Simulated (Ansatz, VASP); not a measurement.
## Na2B3: VASP beside Ansatz

```
CELL_PARAMETERS angstrom
3.17387 0.00000 0.00000
-1.58694 2.74865 0.00000
0.00000 0.00000 11.18610
ATOMIC_POSITIONS crystal
Na 0.66667 0.33333 0.84950
Na 0.33333 0.66667 0.15050
B 0.33333 0.66667 0.65605
B 0.66667 0.33333 0.34395
B 0.00000 0.00000 0.50000
```

Alike in both runs: task single point; functional PBE; k mesh 6 × 6 × 2; occupations gaussian, width 0.1 eV; no spin polarisation.

```csv
,VASP,Ansatz
version,VASP 6.6.1,Ansatz 0.2.0
potentials or method,"VASP PAW PBE potentials, release 64 (Na_pv, B)","scalar-relativistic, plane waves, PAW"
plane-wave cutoff (eV),520,420
valence electrons in the cell,23,27
```

Ansatz gave:

- gap on the k mesh at the Fermi level (eV): none
- pressure (GPa): -10.9
- largest component of the traceless stress (GPa): 5.58
- rms of the force components (eV/Å): 0.820

Which values does VASP return?

gap on the k mesh at the Fermi level (eV): none; pressure (GPa): -10.9; largest component of the traceless stress (GPa): 5.58; rms of the force components (eV/Å): 0.821.

Atom by atom the forces differ by 0.002 eV/Å (rms over components). A gap of «none» marks a metal or a gap that the smearing closes. With one functional, cell and mesh, what is left measures potentials, basis and numerics. The two sets of potentials don't hold the same shells in valence.

Caveats: the k mesh is coarse (spacing up to 0.38 Å⁻¹), so the values aren't converged; forces of over 1 eV/Å show positions far from the minimum, so gaps and moduli don't describe the material at rest.
